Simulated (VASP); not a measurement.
HgS (zinc blende): the band gap from VASP (plane waves, PAW) at several levels of theory. Gaps are without spin-orbit coupling. Each level names its cell: its own relaxed one, PBE's, or the starting one. A gap is the smallest over the k-mesh and a band path; hybrids may have named points in place of the path, and GW has the mesh alone. mBJ is a potential without an energy functional, so only the levels count.

```tsv
level	band gap (eV)
LDA (own cell)	0 (metallic)
PBE (own cell)	0 (metallic)
PBEsol (own cell)	0 (metallic)
RPBE (own cell)	0 (metallic)
AM05 (own cell)	0 (metallic)
PBE-D3(BJ) (own cell)	0 (metallic)
mBJ (TB09) (PBE cell)	0.62
HSE06 (PBE cell)	0.32
HSEsol (PBE cell)	0.20
PBE0 (PBE cell)	0.89
B3LYP (PBE cell)	0.51
Hartree-Fock (PBE cell)	6.32
```

The cell of the LDA (own cell) run:

```xyz
2
Lattice="0.0000 2.9148 2.9148 2.9148 0.0000 2.9148 2.9148 2.9148 0.0000" Properties=species:S:1:pos:R:3 pbc="T T T"
Hg     0.0000     0.0000     0.0000
S      1.4574     1.4574     1.4574
```

Only levels that ran to the end are used. Left out are those held back, those with too coarse a band path, GW runs whose mesh misses a band edge, hybrids' fits of cells that aren't cubic and levels without matching references; a question may draw on a part of the rest.

The compound is HgS in the zinc blende structure, metacinnabar; cinnabar is the stable form.
